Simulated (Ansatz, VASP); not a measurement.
# Al6Si in two plane-wave programs, part 2 of 2

Wanted: the spread between two codes on one cell, functional and k mesh. The cell is generated by rule, not measured, and may not be a known phase. The cell is taken from a series of runs on this material, whose earlier steps may have relaxed, scaled, displaced or heated it; both programs get it as it stands.

VASP 6.6.1 and Ansatz 0.2.0.

So far: The structure; VASP: zone-centre phonons, PBEsol.

### Step 2. VASP: zone-centre phonons, PBEsol (continued)

Level of this step: PBEsol; plane waves and PAW (Si, Al); invented cell (VASP).

Numbers of over 12 decimals in the logs are rounded to 6 here.

OUTCAR, selected parts (step 2):

```text
ion  position               nearest neighbor table
   1  0.000  0.234  0.234-   2 2.70   4 2.70   5 3.16   7 3.16   5 3.16   7 3.16   3 3.26   6 3.26
                             6 3.26   3 3.26
   2  0.242  0.464  0.464-   4 2.41   4 2.56   5 2.66   7 2.66   6 2.68   3 2.68   1 2.70
   3  0.500  0.032  0.621-   5 2.55   6 2.60   2 2.68   4 2.68   7 2.78   1 3.26   1 3.26
   4  0.758  0.464  0.464-   2 2.41   2 2.56   7 2.66   5 2.66   3 2.68   6 2.68   1 2.70
   5  0.500  0.893  0.289-   7 2.51   3 2.55   4 2.66   2 2.66   6 2.78   1 3.16   1 3.16
   6  0.500  0.621  0.032-   7 2.55   3 2.60   4 2.68   2 2.68   5 2.78   1 3.26   1 3.26
   7  0.500  0.289  0.893-   5 2.51   6 2.55   2 2.66   4 2.66   3 2.78   1 3.16   1 3.16

  LATTYP: Found a base centered orthorhombic cell.
 ALAT       =     6.3343188848
 B/A-ratio  =     1.6600617583
 C/A-ratio  =     0.7836226277

 Subroutine GETGRP returns: Found  4 space group operations
 (whereof  4 operations were pure point group operations)

The static configuration has the point symmetry C_2v.

 Found     52 irreducible k-points:

   k-points           NKPTS =     52   k-points in BZ     NKDIM =     52   number of bands    NBANDS=     18

   dimension x,y,z NGX =    36 NGY =   48 NGZ =   48
   dimension x,y,z NGXF=    72 NGYF=   96 NGZF=   96

   ENCUT  =  500.0 eV  36.75 Ry    6.06 a.u.   9.05 11.19 11.19*2*pi/ulx,y,z

   NELECT =      22.0000    total number of electrons

 k-points in reciprocal lattice and weights: Automatic mesh
   0.00000000  0.00000000  0.00000000       0.005
   0.16666667  0.00000000  0.00000000       0.009
   0.33333333  0.00000000  0.00000000       0.009
   0.50000000  0.00000000  0.00000000       0.005
   0.00000000  0.16666667  0.00000000       0.019
   0.16666667  0.16666667  0.00000000       0.037
   0.33333333  0.16666667  0.00000000       0.037
   0.50000000  0.16666667  0.00000000       0.019
   0.00000000  0.33333333 -0.00000000       0.019
[...]
0.33333333  0.50000000  0.50000000       0.009
   0.50000000  0.50000000  0.50000000       0.005

 average (electrostatic) potential at core
       1 -85.4414       2 -75.6791       3 -75.9623       4 -75.6791       5 -75.8444
       6 -75.9623       7 -75.8444

 Eigenvectors and eigenvalues of the dynamical matrix
 ----------------------------------------------------

   1 f  =   15.779027 THz    99.142553 2PiTHz  526.331697 cm-1    65.256784 meV
             X         Y         Z           dx          dy          dz
      0.000000  0.000000  2.456569    -0.000000    0.000000    0.037699
      1.203430  0.000000  4.878052    -0.688007   -0.000000   -0.030412
      2.481858 -1.865520  3.436758    -0.000000   -0.045296   -0.077320
      3.760286  0.000000  4.878052     0.688007   -0.000000   -0.030412
      2.481858  1.910342  6.215110    -0.000000    0.095594    0.088560
      2.481858  1.865520  3.436758    -0.000000    0.045296   -0.077320
      2.481858 -1.910342  6.215110    -0.000000   -0.095594    0.088560

   2 f  =   11.618847 THz    73.003366 2PiTHz  387.563005 cm-1    48.051667 meV
             X         Y         Z           dx          dy          dz
      0.000000  0.000000  2.456569    -0.000000   -0.000000    0.024953
      1.203430  0.000000  4.878052     0.004225    0.000000   -0.162367
      2.481858 -1.865520  3.436758    -0.000000    0.111419    0.368225
      3.760286  0.000000  4.878052    -0.004225    0.000000   -0.162367
      2.481858  1.910342  6.215110     0.000000    0.526855   -0.218468
      2.481858  1.865520  3.436758    -0.000000   -0.111419    0.368225
      2.481858 -1.910342  6.215110     0.000000   -0.526855   -0.218468

   3 f  =   11.274928 THz    70.842462 2PiTHz  376.091115 cm-1    46.629334 meV
             X         Y         Z           dx          dy          dz
      0.000000  0.000000  2.456569    -0.000000   -0.000000    0.019229
      1.203430  0.000000  4.878052     0.118708    0.000000   -0.162194
      2.481858 -1.865520  3.436758    -0.000000    0.297269   -0.298315
      3.760286  0.000000  4.878052    -0.118708    0.000000   -0.162194
      2.481858  1.910342  6.215110     0.000000    0.281087    0.450606
      2.481858  1.865520  3.436758    -0.000000   -0.297269   -0.298315
      2.481858 -1.910342  6.215110     0.000000   -0.281087    0.450606

   4 f  =    9.996005 THz    62.806752 2PiTHz  333.430840 cm-1    41.340137 meV
             X         Y         Z           dx          dy          dz
      0.000000  0.000000  2.456569    -0.000000   -0.000000   -0.045258
      1.203430  0.000000  4.878052     0.105752   -0.000000    0.130551
      2.481858 -1.865520  3.436758    -0.000000   -0.572794   -0.183338
      3.760286  0.000000  4.878052    -0.105752   -0.000000    0.130551
      2.481858  1.910342  6.215110     0.000000    0.321312    0.076167
      2.481858  1.865520  3.436758    -0.000000    0.572794   -0.183338
      2.481858 -1.910342  6.215110     0.000000   -0.321312    0.076167

   5 f  =    9.642239 THz    60.583973 2PiTHz  321.630465 cm-1    39.877077 meV
             X         Y         Z           dx          dy          dz
      0.000000  0.000000  2.456569    -0.000000   -0.012794   -0.000000
      1.203430  0.000000  4.878052     0.000000    0.510535    0.000000
      2.481858 -1.865520  3.436758     0.000000   -0.237960   -0.272939
      3.760286  0.000000  4.878052    -0.000000    0.510535    0.000000
      2.481858  1.910342  6.215110     0.000000   -0.266021   -0.193350
      2.481858  1.865520  3.436758    -0.000000   -0.237960    0.272939
      2.481858 -1.910342  6.215110     0.000000   -0.266021    0.193350

   6 f  =    8.818913 THz    55.410862 2PiTHz  294.167259 cm-1    36.472075 meV
             X         Y         Z           dx          dy          dz
      0.000000  0.000000  2.456569     0.000000    0.029478    0.000000
      1.203430  0.000000  4.878052    -0.000000    0.033265   -0.000000
      2.481858 -1.865520  3.436758     0.000000   -0.044960    0.473456
      3.760286  0.000000  4.878052    -0.000000    0.033265   -0.000000
      2.481858  1.910342  6.215110     0.000000   -0.003168   -0.521792
      2.481858  1.865520  3.436758     0.000000   -0.044960   -0.473456
      2.481858 -1.910342  6.215110     0.000000   -0.003168    0.521792

   7 f  =    6.214780 THz    39.048614 2PiTHz  207.302747 cm-1    25.702253 meV
             X         Y         Z           dx          dy          dz
      0.000000  0.000000  2.456569    -0.000000   -0.000000    0.604497
      1.203430  0.000000  4.878052     0.035418    0.000000   -0.483059
      2.481858 -1.865520  3.436758     0.000000   -0.219783    0.084094
      3.760286  0.000000  4.878052    -0.035418   -0.000000   -0.483059
      2.481858  1.910342  6.215110    -0.000000   -0.138140    0.090733
      2.481858  1.865520  3.436758    -0.000000    0.219783    0.084094
      2.481858 -1.910342  6.215110     0.000000    0.138140    0.090733

   8 f  =    6.033555 THz    37.909944 2PiTHz  201.257733 cm-1    24.952767 meV
             X         Y         Z           dx          dy          dz
      0.000000  0.000000  2.456569    -0.000000    0.000000    0.000000
      1.203430  0.000000  4.878052    -0.000000   -0.647508   -0.000000
      2.481858 -1.865520  3.436758    -0.212182   -0.000000    0.000000
      3.760286  0.000000  4.878052    -0.000000    0.647508    0.000000
      2.481858  1.910342  6.215110     0.188976   -0.000000    0.000000
      2.481858  1.865520  3.436758     0.212182    0.000000   -0.000000
      2.481858 -1.910342  6.215110    -0.188976   -0.000000    0.000000

   9 f  =    5.596696 THz    35.165077 2PiTHz  186.685676 cm-1    23.146063 meV
             X         Y         Z           dx          dy          dz
      0.000000  0.000000  2.456569     0.119571    0.000000    0.000000
      1.203430  0.000000  4.878052    -0.555552    0.000000   -0.230685
      2.481858 -1.865520  3.436758     0.179494    0.000000   -0.000000
      3.760286  0.000000  4.878052    -0.555552   -0.000000    0.230685
      2.481858  1.910342  6.215110     0.314292   -0.000000    0.000000
      2.481858  1.865520  3.436758     0.179494    0.000000   -0.000000
      2.481858 -1.910342  6.215110     0.314292   -0.000000   -0.000000

  10 f  =    4.660968 THz    29.285726 2PiTHz  155.473158 cm-1    19.276206 meV
             X         Y         Z           dx          dy          dz
      0.000000  0.000000  2.456569    -0.011350    0.000000   -0.000000
      1.203430  0.000000  4.878052     0.203847    0.000000   -0.560382
      2.481858 -1.865520  3.436758    -0.348891   -0.000000   -0.000000
      3.760286  0.000000  4.878052     0.203847   -0.000000    0.560382
      2.481858  1.910342  6.215110     0.150429    0.000000   -0.000000
      2.481858  1.865520  3.436758    -0.348891   -0.000000    0.000000
      2.481858 -1.910342  6.215110     0.150429    0.000000    0.000000

  11 f  =    4.215593 THz    26.487355 2PiTHz  140.617063 cm-1    17.434286 meV
             X         Y         Z           dx          dy          dz
      0.000000  0.000000  2.456569     0.000000    0.060304    0.000000
      1.203430  0.000000  4.878052    -0.000000   -0.096282    0.000000
      2.481858 -1.865520  3.436758     0.000000   -0.432884   -0.188083
      3.760286  0.000000  4.878052    -0.000000   -0.096282    0.000000
      2.481858  1.910342  6.215110    -0.000000    0.496307   -0.140808
      2.481858  1.865520  3.436758     0.000000   -0.432884    0.188083
      2.481858 -1.910342  6.215110    -0.000000    0.496307    0.140808

  12 f  =    3.653871 THz    22.957948 2PiTHz  121.880012 cm-1    15.111189 meV
             X         Y         Z           dx          dy          dz
      0.000000  0.000000  2.456569    -0.000000    0.053091    0.000000
      1.203430  0.000000  4.878052     0.000000   -0.265267    0.000000
      2.481858 -1.865520  3.436758     0.000000    0.300413   -0.407031
      3.760286  0.000000  4.878052    -0.000000   -0.265267    0.000000
    [... 91 further lines ...]
      2.481858  1.865520  3.436758     0.420175   -0.000000   -0.000000
      2.481858 -1.910342  6.215110    -0.166868   -0.000000   -0.000000

 ELASTIC MODULI CONTR FROM IONIC RELAXATION (kBar)
 Direction    XX          YY          ZZ          XY          YZ          ZX
 --------------------------------------------------------------------------------
 XX        -122.4242     89.9733    -61.3694     -0.0000      0.0000      0.0000
 YY          89.9733   -180.0320     41.3713     -0.0000     -0.0000      0.0000
 ZZ         -61.3694     41.3713   -377.8325     -0.0000      0.0000      0.0000
 XY          -0.0000     -0.0000     -0.0000   -360.6499     -0.0000      0.0000
 YZ           0.0000     -0.0000      0.0000     -0.0000   -316.1267     -0.0000
 ZX          -0.0000      0.0000      0.0000      0.0000     -0.0000   -184.2097
 --------------------------------------------------------------------------------
```

### Step 3. Ansatz: zone-centre phonons, PBEsol

Ansatz runs on its default PAW (the set named soft_2) files.

The same cell, functional, mesh and smearing now go to Ansatz, which takes its cutoff from its data sets.

Contents of input.yaml:

```yaml
crystal:
  lattice:
    - [4.9637156089, 0.0, 0.0]
    - [0.0, 3.1671594424, 5.2576802729]
    - [0.0, -3.1671594424, 5.2576802729]
  atoms:
    - { symbol: Si, position: [0.0, 0.2336172346, 0.2336172346] }
    - { symbol: Al, position: [0.2424453345, 0.4638977672, 0.4638977672] }
    - { symbol: Al, position: [0.5, 0.0323221651, 0.6213420616] }
    - { symbol: Al, position: [0.7575546655, 0.4638977672, 0.4638977672] }
    - { symbol: Al, position: [0.5, 0.8926365783, 0.2894646119] }
    - { symbol: Al, position: [0.5, 0.6213420616, 0.0323221651] }
    - { symbol: Al, position: [0.5, 0.2894646119, 0.8926365783] }
kpoints:
  mp_grid: { grid: [6, 6, 6] }
hamiltonian:
  xc: pbesol
scf:
  occupations: { method: methfessel_paxton, width: 0.15 }
output:
  eigenvalues: true
phonons:
  method: dfpt
```

Command:

```bash
ansatz run input.yaml --threads 8 --pin off --max-ram 14336MiB --backend cpu --events-out ev --progress --plain --runs-dir out
```

What it wrote:

```text
Engine: ansatz 0.2.0, aarch64-unknown-linux-gnu
Pseudopotentials: kind: paw
Pseudopotential: Si, paw, valence charge 4, recommended cutoff 420 eV (normal), Si.paw.azcp
Pseudopotential: Al, paw, valence charge 3, recommended cutoff 420 eV (normal), Al.paw.azcp
Functional definition: PBEsol
  exchange = pbesol_x
  correlation = pbesol_c
Crystal: 7 atoms, lattice volume = 165.311 Å³
Basis set: ecut = 420 eV, 3239 PW (Γ), exchange–correlation on 72×90×90 points (8 copies of the dense FFT grid, shifted against one another)
Bands: 18, of which v1, the nominal top of the filled ones, is band 11 counted from 1 (10 counted from 0)
Symmetry: 4 space group operations
k-points: 112 of 216 (irreducible under 1 space group operation, time reversal used)
Non-local potential: Si, projectors of the file, l = 0: 2, l = 1: 2, l = 2: 2
Non-local potential: Al, projectors of the file, l = 0: 2, l = 1: 2, l = 2: 1
PAW form: soft (Blöchl's): semilocal exchange-correlation on the pseudo side does not see the compensation charge
PAW frozen core: Si, regenerated for the run's functional, and the local potential with it (the file was generated under x = pbe(κ = 0.804, μ = 0.219515), c = pbe(β = 0.066725))
PAW frozen core: Al, regenerated for the run's functional, and the local potential with it (the file was generated under x = pbe(κ = 0.804, μ = 0.219515), c = pbe(β = 0.066725))
PAW one-centre angular grid: Si, 110 points (default); XC on 64 Gauss nodes
PAW one-centre angular grid: Al, 110 points (default); XC on 64 Gauss nodes
Initial density: superposition of atomic densities (neutral atoms: chi_scale 0, normalization atom), corrected by the library's trained network
Initial wavefunctions: pseudopotential atomic-orbital guess
Functional: x = pbesol(κ = 0.804, μ = 0.123457), c = pbesol(β = 0.046)
SCF iter   1: F=—  HF=-3764.392817 eV  |F-HF|=—  |Δ(HF+E_count)|=         —  Δρ=2.50e-3  dr2=2.56e-2  ethr=1.77e-3  ⟨swp⟩=6.8  Hψ=12985  notcnv=0
preconditioner: auto → Kerker (q_TF=auto, 1.949 Å⁻¹)  [metal: Δε(μ)=0.022 eV  Ē_g=5.923 eV  σ=0.150 eV  W_gap=0.13  n_scr=20 (ndim 8)  ℏωp=13.5 eV  f_vac=0.002  D(μ)=3.23/eV (n_scr^D=20)]
SCF iter   2: F=—  HF=-3764.390175 eV  |F-HF|=—  |Δ(HF+E_count)|=   2.64e-3  S|Δr|=    0.00e0  Δρ=1.43e-3  dr2=7.82e-3  ethr=1.17e-4  ⟨swp⟩=1.0  Hψ=2938  notcnv=0
SCF iter   3: F=—  HF=-3764.389304 eV  |F-HF|=—  |Δ(HF+E_count)|=   8.71e-4  S|Δr|=    0.00e0  Δρ=3.16e-4  dr2=5.74e-4  ethr=3.55e-5  ⟨swp⟩=2.3  Hψ=3155  notcnv=0
SCF iter   4: F=—  HF=-3764.389361 eV  |F-HF|=—  |Δ(HF+E_count)|=   5.64e-5  S|Δr|=    0.00e0  Δρ=1.11e-4  dr2=6.29e-5  ethr=2.61e-6  ⟨swp⟩=2.7  Hψ=3061  notcnv=0
SCF iter   5: F=—  HF=-3764.389396 eV  |F-HF|=—  |Δ(HF+E_count)|=   3.49e-5  S|Δr|=    0.00e0  Δρ=3.55e-5  dr2=5.48e-6  ethr=2.86e-7  ⟨swp⟩=2.5  Hψ=2958  notcnv=0
SCF iter   6: F=—  HF=-3764.389401 eV  |F-HF|=—  |Δ(HF+E_count)|=   5.11e-6  S|Δr|=    0.00e0  Δρ=9.94e-6  dr2=5.21e-7  ethr=2.49e-8  ⟨swp⟩=2.2  Hψ=2997  notcnv=0
SCF iter   7: F=—  HF=-3764.389399 eV  |F-HF|=—  |Δ(HF+E_count)|=   1.62e-6  S|Δr|=    0.00e0  Δρ=3.12e-6  dr2=3.91e-8  ethr=2.37e-9  ⟨swp⟩=2.2  Hψ=2933  notcnv=0
SCF iter   8: F=—  HF=-3764.389399 eV  |F-HF|=—  |Δ(HF+E_count)|=   3.37e-8  S|Δr|=    0.00e0  Δρ=8.56e-7  dr2=2.72e-9  ethr=1.78e-10  ⟨swp⟩=2.2  Hψ=2998  notcnv=0
SCF iter   9: F=—  HF=-3764.389399 eV  |F-HF|=—  |Δ(HF+E_count)|=   3.16e-9  S|Δr|=    0.00e0  Δρ=1.99e-7  dr2=1.19e-10  ethr=1.24e-11  ⟨swp⟩=2.2  Hψ=3010  notcnv=0
SCF iter  10: F=-3764.389399 eV  HF=-3764.389399 eV  |F-HF|=4.55e-13  |Δ(HF+E_count)|=  1.35e-10  S|Δr|=    0.00e0  Δρ=3.96e-8  dr2=5.86e-12  ethr=1.00e-12  ⟨swp⟩=10.1  Hψ=12083  notcnv=0
SCF 1 converged in 10 iterations: F = -3764.389399 eV  dr2 = 5.86e-12
  greatest PAW one-centre occupation: 0.704 electrons in one spin orbital (limit 2), on the Si atom at site 0 (counted from 0), in its partial waves of l = 0
DFPT response loops at Γ: preconditioner auto → Kerker (q_TF=auto, 1.949 Å⁻¹) (partly filled bands, converged f_vac=0.000); β = 1.00, the filter's whole step (`scf.mixing.beta` (0.50) is not read by the response loops under this deck's `scf.mixing.preconditioner`; to damp them name `kerker` or `kerker_dos`, under which they read `scf.mixing.beta`, and type it under 1.00, their step now; both keys bind the ground state too); Broyden in place of MSR1
SCF converged after 10 iterations
Stability not checked: this state was not tested for a lower state beside it, because cold or Methfessel-Paxton smearing, or corrected tetrahedra, fill the levels in a way that the test cannot read (fill_not_monotonic; see scf.lower_state_search)
Free energy (F): -3764.389399 eV
Harris-Foulkes:  -3764.389399 eV  (|F-HF|=4.55e-13)
Internal energy: -3764.391209 eV  (E = F + TS)
E sigma→0 (E₀):  -3764.389852 eV
Entropy (-TS):   0.001810 eV (0.259 meV/atom)
Fermi energy:    4.255598 eV
--- Per-component energies (eV) ---
  E_band       = 5.725950
  E_kinetic    = 164.862709
  E_local      = -101.528240  (includes V_loc(G=0)·N_el)
  E_nonlocal   = 91.658561
  E_hartree    = 43.279648
  E_xc         = -283.502837
  E_vxc        = -211.623497  (∫ρ·V_xc dr)
  E_paw        = -3227.241743  (= ΣΔE_a)
  E_vpaw       = -24.202876  (= ΣTr[D̂ρ^β])
  E_aug_tail   = -0.000007  (compensation charges beyond the density's cutoff)
  E_ewald      = -452.065695
  E_core_change = 0.146395  (= ΣΔE_core)
  E_smearing   = 0.001810  (= −TS)
  E_closure    = 0.000000  (closes the sum)
  Σ components = -3764.389399   (vs F -3764.389399, Δ=0.00e0)
--- Band table (eV; the first three rows and the last of 112) ---
  k-point 0: bands = [... 7 lower, 1.4928, 1.6546, 3.3398, 4.7434, 5.2439, 5.4542, 5.6047, 5.6559, ... 3 higher]
  k-point 1: bands = [... 7 lower, 1.8130, 2.2738, 3.2276, 4.1679, 4.9520, 5.1510, 5.7470, 5.8246, ... 3 higher]
  k-point 2: bands = [... 7 lower, 2.3180, 2.8804, 3.3765, 3.7320, 4.7300, 4.7806, 5.4897, 5.5137, ... 3 higher]
  k-point 111: bands = [... 7 lower, 3.2519, 3.3793, 3.7014, 4.8701, 4.8915, 4.8960, 5.9031, 6.0386, ... 3 higher]
--- Phonons (Γ-DFPT): 12 representative perturbations + reference, on 112 of 216 k-points (Σ response iterations 36) ---
  k mesh reduced under 1 symmetry operation, with k and −k counted as one. Each operation leaves every solved perturbation unchanged. A smaller set is not used because it would not reduce the number of displacements times k-points to solve
  ASR residual: 4.849e-5 → 0.000e0 eV/Å²; symmetrization residual: 4.702e-6 eV/Å²
  ASR residual per site (eV/Å²): 7.38e-6 4.85e-5 2.94e-5 4.85e-5 2.90e-5 2.94e-5 2.90e-5
  Γ frequencies (cm⁻¹): -139.93 -127.50 -77.63 -13.53 0.00 0.00 0.00 68.58 120.50 121.11 140.27 154.50 185.73 200.37 206.45 293.29 320.65 332.54 374.97 386.34 525.05
  non-analytic LO–TO correction: not included (Born effective charges unavailable; polar crystals: no LO–TO splitting at Γ)
```

In the SCF lines HF is the Harris–Foulkes energy and dr2 the Hartree energy of the density residual, in eV; the loop may stop once dr2 is under the threshold and the program's other checks hold. Hψ counts applications of the Hamiltonian.

### Step 4. Side by side

Known differences besides the potentials themselves: the cutoff is 420 eV in Ansatz and 500 eV in VASP; Ansatz makes its cores anew for this functional, VASP keeps those of its PBE data sets. Total energies have different zeros and are not compared.

Compared:

| quantity | Ansatz | VASP | difference |
| --- | --- | --- | --- |
| optical mode 1 (imaginary, printed as negative) (cm⁻¹) | -139.9 | -140.0 | 0.0 |
| optical mode 2 (imaginary, printed as negative) (cm⁻¹) | -127.5 | -127.7 | +0.2 |
| optical mode 3 (imaginary, printed as negative) (cm⁻¹) | -77.6 | -77.4 | -0.2 |
| optical mode 4 (imaginary, printed as negative) (cm⁻¹) | -13.5 | -12.6 | -1.0 |
| optical mode 5 (cm⁻¹) | 68.6 | 69.1 | -0.80 % |
| optical mode 6 (cm⁻¹) | 120.5 | 120.9 | -0.35 % |
| optical mode 7 (cm⁻¹) | 121.1 | 121.9 | -0.63 % |
| optical mode 8 (cm⁻¹) | 140.3 | 140.6 | -0.25 % |
| optical mode 9 (cm⁻¹) | 154.5 | 155.5 | -0.63 % |
| optical mode 10 (cm⁻¹) | 185.7 | 186.7 | -0.51 % |
| optical mode 11 (cm⁻¹) | 200.4 | 201.3 | -0.44 % |
| optical mode 12 (cm⁻¹) | 206.4 | 207.3 | -0.41 % |
| optical mode 13 (cm⁻¹) | 293.3 | 294.2 | -0.30 % |
| optical mode 14 (cm⁻¹) | 320.6 | 321.6 | -0.30 % |
| optical mode 15 (cm⁻¹) | 332.5 | 333.4 | -0.27 % |
| optical mode 16 (cm⁻¹) | 375.0 | 376.1 | -0.30 % |
| optical mode 17 (cm⁻¹) | 386.3 | 387.6 | -0.32 % |
| optical mode 18 (cm⁻¹) | 525.0 | 526.3 | -0.24 % |

Modes are paired by rising frequency, not by their patterns, so a pair may set unlike modes beside each other; they are those without the splitting of longitudinal modes.

### Step 5. Outcome

```json
{
 "r.m.s. difference of the optical zone-centre modes, each program's sorted by frequency (zone-centre phonons, PBEsol)": "0.83 cm⁻¹",
 "difference in optical mode 5 (zone-centre phonons, PBEsol)": "-0.8 %"
}
```

**Reading.** The r.m.s. difference of the optical zone-centre modes, each program's sorted by frequency is 0.83 cm⁻¹ (zone-centre phonons, PBEsol). Among the rows given in per cent, the largest difference of the zone-centre phonons, PBEsol pair is in optical mode 5, -0.8 %. How closely two codes agree says nothing of how well the functional describes the real material.

[Lines on the potential files, build, host, timing and source positions are cut from VASP's logs without a mark.]

[Logs are printed without paths, hosts, clocks, repeated set-up lines and the standing remarks that a program may print on its own settings, such as how far it seeks lower states.]

[Hosts, paths, dates, database ids (printed as entryN), source tags and the programs' standing remarks are cut or masked in the printed files.]
